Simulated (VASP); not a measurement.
OSZICAR of a VASP run on VSi (relaxed from the rock salt structure, space group Fm-3m):

OSZICAR:
```
       N       E                     dE             d eps       ncg     rms          rms(c)
DAV:   1     0.767140480267E+02    0.76714E+02   -0.76345E+03  2628   0.103E+03
DAV:   2    -0.244504575672E+02   -0.10116E+03   -0.98353E+02  2604   0.306E+02
DAV:   3    -0.274293792979E+02   -0.29789E+01   -0.28983E+01  3198   0.517E+01
DAV:   4    -0.274724059707E+02   -0.43027E-01   -0.43010E-01  2619   0.636E+00
DAV:   5    -0.274730961328E+02   -0.69016E-03   -0.69013E-03  3089   0.791E-01    0.168E+01
DAV:   6    -0.252383559699E+02    0.22347E+01   -0.43399E+01  3096   0.724E+01    0.241E+01
DAV:   7    -0.209546783827E+02    0.42837E+01   -0.25553E+01  2820   0.489E+01    0.457E+00
DAV:   8    -0.209655590119E+02   -0.10881E-01   -0.10880E+00  2702   0.738E+00    0.163E+00
DAV:   9    -0.208747451281E+02    0.90814E-01   -0.38182E-01  2524   0.505E+00    0.137E+00
DAV:  10    -0.210440809372E+02   -0.16934E+00   -0.16333E-01  2502   0.380E+00    0.600E-01
DAV:  11    -0.210459212861E+02   -0.18403E-02   -0.18139E-02  2832   0.125E+00    0.283E-01
DAV:  12    -0.210458980515E+02    0.23235E-04   -0.15952E-03  2569   0.342E-01    0.127E-01
DAV:  13    -0.210463341456E+02   -0.43609E-03   -0.13778E-03  2609   0.345E-01    0.572E-02
DAV:  14    -0.210465894017E+02   -0.25526E-03   -0.16534E-04  2534   0.114E-01    0.423E-02
DAV:  15    -0.210466220640E+02   -0.32662E-04   -0.72033E-05  2819   0.735E-02    0.256E-02
DAV:  16    -0.210466069271E+02    0.15137E-04   -0.60807E-05  2749   0.682E-02    0.119E-02
DAV:  17    -0.210466178351E+02   -0.10908E-04   -0.83658E-06  2747   0.289E-02    0.661E-03
DAV:  18    -0.210466233366E+02   -0.55015E-05   -0.10778E-06  1611   0.106E-02    0.468E-03
DAV:  19    -0.210466241900E+02   -0.85340E-06   -0.33123E-07  1230   0.545E-03
   1 F= -.21046624E+02 E0= -.21044982E+02  d E =-.210466E+02  mag=     1.6003
       N       E                     dE             d eps       ncg     rms          rms(c)
DAV:   1    -0.778705006861E+02   -0.56824E+02   -0.10039E+03  2499   0.402E+02    0.633E+01
DAV:   2    -0.243516703069E+02    0.53519E+02   -0.15188E+02  2464   0.207E+02    0.152E+01
DAV:   3    -0.237490237564E+02    0.60265E+00   -0.78696E+00  2867   0.339E+01    0.823E+00
DAV:   4    -0.225723171296E+02    0.11767E+01   -0.23459E+00  2664   0.136E+01    0.578E+00
DAV:   5    -0.228658703804E+02   -0.29355E+00   -0.19727E-01  2619   0.565E+00    0.209E+00
DAV:   6    -0.228757342408E+02   -0.98639E-02   -0.21376E-02  2589   0.184E+00    0.123E+00
DAV:   7    -0.228817086486E+02   -0.59744E-02   -0.35975E-02  2724   0.222E+00    0.111E+00
DAV:   8    -0.228773613246E+02    0.43473E-02   -0.40074E-02  2699   0.255E+00    0.238E-01
DAV:   9    -0.228773552227E+02    0.61019E-05   -0.16560E-03  2499   0.536E-01    0.139E-01
DAV:  10    -0.228778315118E+02   -0.47629E-03   -0.38575E-04  2704   0.183E-01    0.176E-01
DAV:  11    -0.228763345389E+02    0.14970E-02   -0.49976E-03  2619   0.564E-01    0.859E-02
DAV:  12    -0.228748546364E+02    0.14799E-02   -0.41294E-03  2679   0.479E-01    0.213E-01
DAV:  13    -0.228763734647E+02   -0.15188E-02   -0.37732E-03  2629   0.541E-01    0.115E-01
DAV:  14    -0.228767344639E+02   -0.36100E-03   -0.98245E-04  2714   0.218E-01    0.882E-02
DAV:  15    -0.228777354244E+02   -0.10010E-02   -0.23658E-03  2639   0.378E-01    0.153E-01
DAV:  16    -0.228779968940E+02   -0.26147E-03   -0.14596E-04  2639   0.102E-01    0.170E-01
DAV:  17    -0.228795808127E+02   -0.15839E-02   -0.21309E-03  2634   0.374E-01    0.172E-01
DAV:  18    -0.228798962745E+02   -0.31546E-03   -0.22490E-04  2759   0.109E-01    0.154E-01
DAV:  19    -0.228799045167E+02   -0.82422E-05   -0.20100E-06  2384   0.144E-02    0.153E-01
DAV:  20    -0.228798764959E+02    0.28021E-04   -0.82203E-07  1364   0.817E-03    0.156E-01
DAV:  21    -0.228795411242E+02    0.33537E-03   -0.19640E-04  2624   0.125E-01    0.166E-01
DAV:  22    -0.228802930514E+02   -0.75193E-03   -0.10317E-03  2634   0.253E-01    0.158E-01
DAV:  23    -0.228804960298E+02   -0.20298E-03   -0.57367E-04  2714   0.168E-01    0.119E-01
DAV:  24    -0.228804989113E+02   -0.28815E-05   -0.22133E-05  2629   0.501E-02    0.116E-01
DAV:  25    -0.228804978125E+02    0.10987E-05   -0.25011E-04  2624   0.131E-01    0.922E-02
DAV:  26    -0.228804818851E+02    0.15927E-04   -0.22266E-05  2774   0.339E-02    0.890E-02
DAV:  27    -0.228805114883E+02   -0.29603E-04   -0.65162E-05  2624   0.662E-02    0.841E-02
DAV:  28    -0.228805148788E+02   -0.33904E-05   -0.30988E-05  2714   0.396E-02    0.624E-02
DAV:  29    -0.228805169498E+02   -0.20710E-05   -0.35588E-06  2569   0.173E-02    0.383E-02
DAV:  30    -0.228805160088E+02    0.94098E-06   -0.26154E-05  2659   0.420E-02    0.172E-02
DAV:  31    -0.228805176634E+02   -0.16545E-05   -0.14313E-06  1616   0.126E-02    0.611E-03
DAV:  32    -0.228805187285E+02   -0.10652E-05   -0.11164E-05  2639   0.251E-02    0.427E-03
DAV:  33    -0.228805189072E+02   -0.17864E-06   -0.42928E-07  1252   0.721E-03
   2 F= -.22880519E+02 E0= -.22880824E+02  d E =-.183389E+01  mag=    -0.0018
       N       E                     dE             d eps       ncg     rms          rms(c)
DAV:   1    -0.229624067054E+02   -0.81888E-01   -0.11713E+00  2614   0.171E+01    0.314E+00
DAV:   2    -0.229455755435E+02    0.16831E-01   -0.84551E-01  2634   0.120E+01    0.237E+00
DAV:   3    -0.228844043187E+02    0.61171E-01   -0.16410E-01  2644   0.522E+00    0.263E-01
DAV:   4    -0.228838847193E+02    0.51960E-03   -0.93559E-03  2639   0.769E-01    0.233E-01
DAV:   5    -0.228832730120E+02    0.61171E-03   -0.17956E-03  2524   0.592E-01    0.811E-02
DAV:   6    -0.228832820233E+02   -0.90113E-05   -0.14424E-04  2664   0.152E-01    0.441E-02
DAV:   7    -0.228832200797E+02    0.61944E-04   -0.18815E-04  2464   0.169E-01    0.111E-02
DAV:   8    -0.228832899591E+02   -0.69879E-04   -0.55988E-05  2504   0.762E-02    0.378E-03
DAV:   9    -0.228832895510E+02    0.40807E-06   -0.13952E-06  2054   0.159E-02
   3 F= -.22883290E+02 E0= -.22883510E+02  d E =-.183667E+01  mag=    -0.0000
```

Problem. Which electronic solver shows in the log?

Solution. It is blocked Davidson (ALGO = Normal, or the opening steps of other solvers). The INCAR had ALGO = Normal.

Problem. How was spin treated?

Solution. Collinear spin (ISPIN = 2): the summary line carries one mag value, 0.00 μB in the cell.

Problem. Can the final energy be trusted as converged?

Solution. Self-consistency was reached. It stopped with EDIFF = 1E-6, NELM = 100, NSW = 60 and EDIFFG = -0.01 after 3 ionic steps (r2SCAN meta-GGA, plane waves, VASP's PBE PAW potentials (set 64)). Energy and stress use the plane-wave basis of the starting cell.

The structure was generated: VSi was put into the rock salt type (Fm-3m), which need not be its known phase. This run relaxes it. Symmetry was kept, so distortions that lower it aren't found.
